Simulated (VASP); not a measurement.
## How k-mesh and smearing change a VASP run on CuO (Tenorite)

A convergence test on CuO (Tenorite): the k-mesh and smearing. The series runs use PBEsol. The k-mesh tried: 2 2 2; 3 3 2; 4 4 3; 6 6 3; 7 7 4; 10 10 5; 12 12 7; 15 15 8. The smearing tried: ISMEAR = -1, SIGMA = 0.01; ISMEAR = -1, SIGMA = 0.05; ISMEAR = -1, SIGMA = 0.1; ISMEAR = -1, SIGMA = 0.2; ISMEAR = -1, SIGMA = 0.5; ISMEAR = 2, SIGMA = 0.01; ISMEAR = 2, SIGMA = 0.05; ISMEAR = 2, SIGMA = 0.1; ISMEAR = 2, SIGMA = 0.2; ISMEAR = 2, SIGMA = 0.5; ISMEAR = -5. The start is a cell from a database of measured crystal structures.

Program: VASP 6.6.1. Level of theory: PBEsol, no spin polarisation; plane waves and PAW (Cu, O). Results are calculated unless marked as measured.

## Step 1: The starting structure

It takes space group Cc (No. 9, monoclinic). Conventional cell: a = 4.689 Å, b = 3.427 Å, c = 5.132 Å, α = 90.00°, β = 99.65°, γ = 90.00°. Cu has 4 O at 1.91 to 2.02 Å nearest. Nearest to O lie 4 Cu at 1.91 to 2.02 Å. Farther neighbours and most contacts between anions are not listed.

## Step 2: K-mesh: 2 2 2

The sum over the zone converges with the mesh, fast for insulators and slowly for metals. PBEsol restores the gradient expansion of exchange and is tuned for the cells of solids.

INCAR

```
SYSTEM = CuO
PREC = Accurate
ENCUT = 520
EDIFF = 1E-06
NELM = 100
ISMEAR = -1
SIGMA = 0.05
LREAL = .FALSE.
ALGO = Normal
GGA = PS
NBANDS = 23
LASPH = .TRUE.
LORBIT = 11
LWAVE = .FALSE.
LCHARG = .FALSE.
NCORE = 4
ISIF = 2
```

POSCAR

```
CuO
1.0
    2.3446500000     -1.7134000000      0.0000000000
    2.3446500000      1.7134000000      0.0000000000
   -0.8605543552      0.0000000000      5.0594363927
Cu O
2 2
Direct
    0.0032000000      0.4968000000      0.0000000000
    0.4968000000      0.0032000000      0.5000000000
    0.5714000000      0.4056000000      0.2537000000
    0.4056000000      0.5714000000      0.7537000000
```

KPOINTS

```
Automatic mesh
0
Gamma
2 2 2
0 0 0
```

PAW data sets: Cu and O (PBE family, release 64).

Launch:

```bash
mpirun -np 4 vasp_std
```

The log of the run:

```text
[banner, memory and clock lines left out]
running    4 mpi-ranks, on    1 nodes
 distrk:  each k-point on    4 cores,    1 groups
 distr:  one band on    4 cores,    1 groups

 POSCAR found type information on POSCAR CuO
 POSCAR found :  2 types and       4 ions
|                                                                             |
|               ----> ADVICE to this user running VASP <----                  |
|                                                                             |
|     You enforced a specific xc type in the INCAR file but a different       |
|     [... a line on the potential file left out ...]
|     I HOPE YOU KNOW WHAT YOU ARE DOING!                                     |
|                                                                             |

 LDA part: xc-table for (Slater+PW92), standard interpolation
 POSCAR, INCAR and KPOINTS ok, starting setup
 FFT: planning ... GRIDC
 FFT: planning ... GRID_SOFT
 FFT: planning ... GRID
 WAVECAR not read
 entering main loop
       N       E                     dE             d eps       ncg     rms          rms(c)
DAV:   1     0.304539351212E+03    0.30454E+03   -0.16472E+04   276   0.229E+03
DAV:   2     0.124873616758E+02   -0.29205E+03   -0.27213E+03   283   0.427E+02
DAV:   3    -0.254750015334E+02   -0.37962E+02   -0.36247E+02   364   0.172E+02
DAV:   4    -0.266091646523E+02   -0.11342E+01   -0.11280E+01   336   0.312E+01
DAV:   5    -0.266270657340E+02   -0.17901E-01   -0.17899E-01   370   0.358E+00    0.171E+01
DAV:   6    -0.239206102529E+02    0.27065E+01   -0.42378E+01   382   0.158E+02    0.128E+01
DAV:   7    -0.206040171622E+02    0.33166E+01   -0.10820E+01   358   0.107E+02    0.264E+00
DAV:   8    -0.206774291828E+02   -0.73412E-01   -0.13504E+00   319   0.794E+00    0.158E+00
DAV:   9    -0.206416435786E+02    0.35786E-01   -0.54140E-02   435   0.535E+00    0.268E-01
DAV:  10    -0.206406227812E+02    0.10208E-02   -0.85939E-03   396   0.130E+00    0.180E-01
DAV:  11    -0.206405298705E+02    0.92911E-04   -0.29043E-03   428   0.522E-01    0.488E-02
DAV:  12    -0.206405061967E+02    0.23674E-04   -0.30715E-04   379   0.198E-01    0.201E-02
DAV:  13    -0.206405077946E+02   -0.15979E-05   -0.23576E-05   426   0.919E-02    0.508E-03
DAV:  14    -0.206405074474E+02    0.34721E-06   -0.11892E-06   210   0.161E-02
   1 F= -.20640507E+02 E0= -.20623040E+02  d E =-.349348E-01
```

Elapsed: 6.4 s, on 4 MPI ranks of Intel Xeon Platinum 8488C (Sapphire Rapids), shared host; peak memory 0.42 GiB; 8.4 s of CPU time.

Lines that name or quote the potential files are left out of all logs, and their timing lines are given in words.

Parts of OUTCAR (step 2):

```text
ion  position               nearest neighbor table
   1  0.003  0.497  0.000-   4 1.91   3 1.93   4 1.98   3 2.02
   2  0.497  0.003  0.500-   3 1.91   4 1.93   3 1.98   4 2.02
   3  0.571  0.406  0.254-   2 1.91   1 1.93   2 1.98   1 2.02
   4  0.406  0.571  0.754-   1 1.91   2 1.93   1 1.98   2 2.02

  LATTYP: Found a base centered monoclinic cell.
 ALAT       =     4.6893000000
 B/A-ratio  =     0.7307700510
 C/A-ratio  =     1.0944277397
 COS(beta)  =    -0.1676807457

 Subroutine GETGRP returns: Found  2 space group operations
 (whereof  1 operations were pure point group operations)

The static configuration has the point symmetry C_1 .
 The point group associated with its full space group is C_1h.

 Found      6 irreducible k-points:

   k-points           NKPTS =      6   k-points in BZ     NKDIM =      6   number of bands    NBANDS=     23

   dimension x,y,z NGX =    24 NGY =   24 NGZ =   40
   dimension x,y,z NGXF=    48 NGYF=   48 NGZF=   80

   ENCUT  =  520.0 eV  38.22 Ry    6.18 a.u.   5.40  5.40  9.54*2*pi/ulx,y,z

   NELECT =      34.0000    total number of electrons

 k-points in reciprocal lattice and weights: Automatic mesh
   0.00000000  0.00000000  0.00000000       0.125
   0.50000000  0.00000000 -0.00000000       0.250
   0.50000000  0.50000000 -0.00000000       0.125
   0.00000000  0.00000000  0.50000000       0.125
   0.50000000  0.00000000  0.50000000       0.250
   0.50000000  0.50000000  0.50000000       0.125

 average (electrostatic) potential at core
       1 -65.3414       2 -65.3414       3 -70.1659       4 -70.1659

 E-fermi :   5.8478

 k-point     1 :       0.0000    0.0000    0.0000
  band No.  band energies     occupation
    ...
     13       3.3581      2.00000
     14       3.4532      2.00000
     15       3.5300      2.00000
     16       4.0093      2.00000
     17       5.8743      0.74136
     18       6.5843      0.00000
     19       7.2614      0.00000
     20      11.4462      0.00000
     21      13.7398      0.00000
     22      18.7468      0.00000
    ...

 k-point     2 :       0.5000    0.0000   -0.0000
  band No.  band energies     occupation
    ...
     13       3.6308      2.00000
     14       4.0479      2.00000
     15       4.1733      2.00000
     16       4.2669      2.00000
     17       5.6636      1.95099
     18       5.9486      0.23521
     19      10.3524      0.00000
     20      11.7800      0.00000
     21      12.4878      0.00000
     22      16.5677      0.00000
    ...

 k-point     3 :       0.5000    0.5000   -0.0000
  band No.  band energies     occupation
    ...
     13       3.5121      2.00000
     14       3.5378      2.00000
     15       3.9641      2.00000
     16       4.4163      2.00000
     17       5.0341      2.00000
     18       6.7854      0.00000
     19       8.7704      0.00000
     20      12.5118      0.00000
     21      13.9964      0.00000
     22      15.5236      0.00000
    ...

  Total        1.6456306      1.9675026     -2.3178865      0.0000000      0.0000000      0.5076719
  in kB       64.8595629     77.5455675    -91.3553176      0.0000000      0.0000000     20.0089723
  external PRESSURE =      17.0166043 kB  Pullay stress =       0.0000000 kB

  energy-cutoff  :      520.00
  volume of cell :       40.65
      direct lattice vectors                 reciprocal lattice vectors
     2.344650000 -1.713400000  0.000000000     0.213251445 -0.291817439  0.036271720
     2.344650000  1.713400000  0.000000000     0.213251445  0.291817439  0.036271720
    -0.860554355  0.000000000  5.059436393     0.000000000  0.000000000  0.197650474

 POSITION                                       TOTAL-FORCE (eV/Angst)
 -----------------------------------------------------------------------------------
      1.17233      0.84573      0.00000        -0.511238      0.421915      0.155631
      0.74205     -0.84573      2.52972        -0.511238     -0.421915      0.155631
      2.07240     -0.28408      1.28358         0.511238      0.164742     -0.155631
      1.64212      0.28408      3.81330         0.511238     -0.164742     -0.155631
 -----------------------------------------------------------------------------------
    total drift:                               -0.000278      0.000000     -0.000674

  FREE ENERGIE OF THE ION-ELECTRON SYSTEM (eV)
  ---------------------------------------------------
  free  energy   TOTEN  =       -20.6405074474 eV

  energy  without entropy=      -20.6055726906  energy(sigma->0) =      -20.62304007

 total charge
# of ion       s       p       d       tot
------------------------------------------
    1        0.374   0.387   9.163   9.924
    2        0.374   0.387   9.163   9.924
    3        1.561   3.388   0.000   4.949
    4        1.561   3.388   0.000   4.949
--------------------------------------------------
tot          3.870   7.550  18.326  29.746

[... 3 further parts left out ...]
```

This run has no spin polarisation, although Cu can carry a moment. The PAW data sets were made with PBE, which is usual practice but a small mismatch for other functionals. Oxides and halides of Cu are often magnetic insulators, and a metal at this level, without U or exact exchange, may be an artefact.

Numbers from this step:

```
electronic steps        : 14
electrons               : 34
bands                   : 23
irreducible k points    : 6
symmetry operations     : 2
free energy (TOTEN)     : -20.64 eV
energy at zero smearing : -20.62 eV
Fermi energy            : 5.848 eV
pressure                : 1.702 GPa
metallic                : yes
```

The series starts at -5.1558 eV an atom and 1.70 GPa, after 14 cycles in 6.4 s.

## Step 3: K-mesh: 3 3 2

INCAR, as its differences from that of step 2:

```diff
@@ -15,3 +15,4 @@
 LCHARG = .FALSE.
-NCORE = 4
+KPAR = 2
+NCORE = 2
 ISIF = 2
```

POSCAR is that of step 2.

KPOINTS

```
Automatic mesh
0
Gamma
3 3 2
0 0 0
```

Launch:

```bash
mpirun -np 4 vasp_std
```

The log of the run:

```text
[banner, memory and clock lines left out]
running    4 mpi-ranks, on    1 nodes
[...]
[... a notice as in an earlier step ...]

 LDA part: xc-table for (Slater+PW92), standard interpolation
 POSCAR, INCAR and KPOINTS ok, starting setup
[...]
entering main loop
       N       E                     dE             d eps       ncg     rms          rms(c)
DAV:   1     0.279044579758E+03    0.27904E+03   -0.17131E+04   400   0.236E+03
DAV:   2     0.694900689223E+01   -0.27210E+03   -0.25601E+03   368   0.408E+02
DAV:   3    -0.262172409675E+02   -0.33166E+02   -0.31364E+02   468   0.159E+02
DAV:   4    -0.273152037940E+02   -0.10980E+01   -0.10944E+01   435   0.323E+01
[...]
DAV:  13    -0.213779876863E+02    0.33729E-04   -0.10908E-04   581   0.150E-01    0.474E-03
DAV:  14    -0.213779884112E+02   -0.72494E-06   -0.14417E-05   526   0.495E-02    0.214E-03
DAV:  15    -0.213779884396E+02   -0.28375E-07   -0.11249E-07   240   0.146E-02
   1 F= -.21377988E+02 E0= -.21366803E+02  d E =-.223718E-01
```

Wall time 7.6 s (4 MPI ranks); peak memory 0.54 GiB.

From OUTCAR (step 3):

```text
  Total       -0.6551033      0.2085223     -1.2686600      0.0000000      0.0000000     -0.0381329
  in kB      -25.8197150      8.2185286    -50.0019470      0.0000000      0.0000000     -1.5029383
  external PRESSURE =     -22.5343778 kB  Pullay stress =       0.0000000 kB

 POSITION                                       TOTAL-FORCE (eV/Angst)
 -----------------------------------------------------------------------------------
      1.17233      0.84573      0.00000        -0.650281      0.365737      0.207987
      0.74205     -0.84573      2.52972        -0.650281     -0.365737      0.207987
      2.07240     -0.28408      1.28358         0.650281      0.518743     -0.207987
      1.64212      0.28408      3.81330         0.650281     -0.518743     -0.207987
 -----------------------------------------------------------------------------------
    total drift:                                0.000231      0.000000     -0.000491

  FREE ENERGIE OF THE ION-ELECTRON SYSTEM (eV)
  ---------------------------------------------------
  free  energy   TOTEN  =       -21.3779884396 eV

  energy  without entropy=      -21.3556166560  energy(sigma->0) =      -21.36680255

[... 1 part as in an earlier step ...]

[... 2 further parts left out ...]
[key lines of the parts left out:]
E-fermi :   5.4900
```

Against the run before the energy moves by -185.94 meV an atom and the pressure by -3.96 GPa, after 15 cycles in 7.6 s.

## Step 4: K-mesh: 4 4 3

INCAR, as its differences from that of step 3:

```diff
@@ -15,4 +15,3 @@
 LCHARG = .FALSE.
-KPAR = 2
-NCORE = 2
+KPAR = 4
 ISIF = 2
```

POSCAR is that of step 3.

KPOINTS

```
Automatic mesh
0
Gamma
4 4 3
0 0 0
```

Launch:

```bash
mpirun -np 4 vasp_std
```

The log of the run:

```text
[banner, memory and clock lines left out]
running    4 mpi-ranks, on    1 nodes
[...]
[... a notice as in an earlier step ...]

 LDA part: xc-table for (Slater+PW92), standard interpolation
 POSCAR, INCAR and KPOINTS ok, starting setup
[...]
entering main loop
       N       E                     dE             d eps       ncg     rms          rms(c)
DAV:   1     0.289749023127E+03    0.28975E+03   -0.16896E+04   806   0.234E+03
DAV:   2     0.966085793585E+01   -0.28009E+03   -0.26213E+03   789   0.414E+02
DAV:   3    -0.261903240714E+02   -0.35851E+02   -0.33909E+02  1065   0.164E+02
DAV:   4    -0.272665746578E+02   -0.10763E+01   -0.10736E+01   880   0.302E+01
[...]
DAV:  12    -0.213275855356E+02   -0.35705E-04   -0.41125E-04  1058   0.245E-01    0.439E-02
DAV:  13    -0.213275899868E+02   -0.44512E-05   -0.44565E-05  1229   0.913E-02    0.486E-03
DAV:  14    -0.213275897914E+02    0.19540E-06   -0.37690E-06   845   0.194E-02
   1 F= -.21327590E+02 E0= -.21315004E+02  d E =-.251708E-01
```

Wall time 9 s (4 MPI ranks); peak memory 0.59 GiB; 17 s of CPU time.

From OUTCAR (step 4):

```text
  Total       -0.7180158     -0.0017641     -0.8334531      0.0000000      0.0000000     -0.1847348
  in kB      -28.2992964     -0.0695280    -32.8490492      0.0000000      0.0000000     -7.2809904
  external PRESSURE =     -20.4059579 kB  Pullay stress =       0.0000000 kB

 POSITION                                       TOTAL-FORCE (eV/Angst)
 -----------------------------------------------------------------------------------
      1.17233      0.84573      0.00000        -0.609340      0.337483      0.239169
      0.74205     -0.84573      2.52972        -0.609340     -0.337483      0.239169
      2.07240     -0.28408      1.28358         0.609340      0.354774     -0.239169
      1.64212      0.28408      3.81330         0.609340     -0.354774     -0.239169
 -----------------------------------------------------------------------------------
    total drift:                               -0.000061      0.000000     -0.000562

  FREE ENERGIE OF THE ION-ELECTRON SYSTEM (eV)
  ---------------------------------------------------
  free  energy   TOTEN  =       -21.3275897914 eV

  energy  without entropy=      -21.3024190181  energy(sigma->0) =      -21.31500440

[... 1 part as in an earlier step ...]

[... 2 further parts left out ...]
[key lines of the parts left out:]
E-fermi :   5.4989
```

Against the run before the energy moves by +12.95 meV an atom and the pressure by +0.21 GPa, after 14 cycles in 9 s.

## Step 5: K-mesh: 6 6 3

INCAR is that of step 4.

POSCAR is that of step 4.

KPOINTS

```
Automatic mesh
0
Gamma
6 6 3
0 0 0
```

Launch:

```bash
mpirun -np 4 vasp_std
```

The log of the run:

```text
[... set-up lines as in an earlier step ...]
 entering main loop
       N       E                     dE             d eps       ncg     rms          rms(c)
DAV:   1     0.289528049752E+03    0.28953E+03   -0.16656E+04  1651   0.235E+03
DAV:   2     0.942768837377E+01   -0.28010E+03   -0.26096E+03  1585   0.414E+02
DAV:   3    -0.260741222602E+02   -0.35502E+02   -0.33555E+02  2066   0.164E+02
DAV:   4    -0.272608296760E+02   -0.11867E+01   -0.11838E+01  1819   0.321E+01
[...]
DAV:  12    -0.212879559920E+02   -0.35018E-04   -0.43137E-04  2173   0.255E-01    0.441E-02
DAV:  13    -0.212879623146E+02   -0.63227E-05   -0.41254E-05  2443   0.857E-02    0.593E-03
DAV:  14    -0.212879619547E+02    0.35989E-06   -0.37920E-06  1725   0.203E-02
   1 F= -.21287962E+02 E0= -.21276526E+02  d E =-.228729E-01
```

It took 11 s on 4 MPI ranks; peak memory 0.64 GiB; 25 s of CPU time.

OUTCAR, selected parts (step 5):

```text
  Total       -0.6550633     -0.0300790     -0.8327247      0.0000000      0.0000000     -0.2867107
  in kB      -25.8181372     -1.1855108    -32.8203407      0.0000000      0.0000000    -11.3001852
  external PRESSURE =     -19.9413296 kB  Pullay stress =       0.0000000 kB

 POSITION                                       TOTAL-FORCE (eV/Angst)
 -----------------------------------------------------------------------------------
      1.17233      0.84573      0.00000        -0.590627      0.337059      0.235994
      0.74205     -0.84573      2.52972        -0.590627     -0.337059      0.235994
      2.07240     -0.28408      1.28358         0.590627      0.363929     -0.235994
      1.64212      0.28408      3.81330         0.590627     -0.363929     -0.235994
 -----------------------------------------------------------------------------------
    total drift:                               -0.000086      0.000000     -0.000596

  FREE ENERGIE OF THE ION-ELECTRON SYSTEM (eV)
  ---------------------------------------------------
  free  energy   TOTEN  =       -21.2879619547 eV

  energy  without entropy=      -21.2650890955  energy(sigma->0) =      -21.27652553

[... 1 part as in an earlier step ...]

[... 2 further parts left out ...]
[key lines of the parts left out:]
E-fermi :   5.5288
```

Against the run before the energy moves by +9.62 meV an atom and the pressure by +0.05 GPa, after 14 cycles in 11 s.

## Step 6: K-mesh: 7 7 4

INCAR is that of step 5.

POSCAR is that of step 5.

KPOINTS

```
Automatic mesh
0
Gamma
7 7 4
0 0 0
```

Launch:

```bash
mpirun -np 4 vasp_std
```

The log of the run:

```text
[... set-up lines as in an earlier step ...]
 entering main loop
       N       E                     dE             d eps       ncg     rms          rms(c)
DAV:   1     0.290103102062E+03    0.29010E+03   -0.16754E+04  2920   0.236E+03
DAV:   2     0.103056927496E+02   -0.27980E+03   -0.26158E+03  2802   0.414E+02
DAV:   3    -0.260161056177E+02   -0.36322E+02   -0.34347E+02  3602   0.167E+02
DAV:   4    -0.272627187145E+02   -0.12466E+01   -0.12407E+01  3284   0.326E+01
[...]
DAV:  12    -0.213055643700E+02   -0.27850E-04   -0.45664E-04  4015   0.264E-01    0.421E-02
DAV:  13    -0.213055717475E+02   -0.73775E-05   -0.40467E-05  4233   0.861E-02    0.465E-03
DAV:  14    -0.213055714602E+02    0.28721E-06   -0.28410E-06  2863   0.188E-02
   1 F= -.21305571E+02 E0= -.21296629E+02  d E =-.178853E-01
```

Run time: 12 s. Hardware: 4 MPI ranks; peak memory 0.7 GiB.

OUTCAR, selected parts (step 6):

```text
  Total       -0.6103529     -0.0445569     -0.9022888      0.0000000      0.0000000     -0.2820002
  in kB      -24.0559600     -1.7561315    -35.5620876      0.0000000      0.0000000    -11.1145295
  external PRESSURE =     -20.4580597 kB  Pullay stress =       0.0000000 kB

 POSITION                                       TOTAL-FORCE (eV/Angst)
 -----------------------------------------------------------------------------------
      1.17233      0.84573      0.00000        -0.612401      0.335656      0.236749
      0.74205     -0.84573      2.52972        -0.612401     -0.335656      0.236749
      2.07240     -0.28408      1.28358         0.612401      0.387030     -0.236749
      1.64212      0.28408      3.81330         0.612401     -0.387030     -0.236749
 -----------------------------------------------------------------------------------
    total drift:                               -0.000015      0.000000     -0.000616

  FREE ENERGIE OF THE ION-ELECTRON SYSTEM (eV)
  ---------------------------------------------------
  free  energy   TOTEN  =       -21.3055714602 eV

  energy  without entropy=      -21.2876861472  energy(sigma->0) =      -21.29662880

[... 1 part as in an earlier step ...]

[... 2 further parts left out ...]
[key lines of the parts left out:]
E-fermi :   5.5109
```

Against the run before the energy moves by -5.03 meV an atom and the pressure by -0.05 GPa, after 14 cycles in 12 s.

(Continued in part 2 of 4.)

[Lines on the potential files, build, host, timing and source positions are cut from VASP's logs without a mark.]

[Logs are printed without paths, hosts, clocks, repeated set-up lines and the standing remarks that a program may print on its own settings, such as how far it seeks lower states.]

[Hosts, paths, dates, database ids (printed as entryN), source tags and the programs' standing remarks are cut or masked in the printed files.]

[A measured line is paired with the nearest computed mode of its activity, which favours agreement.]
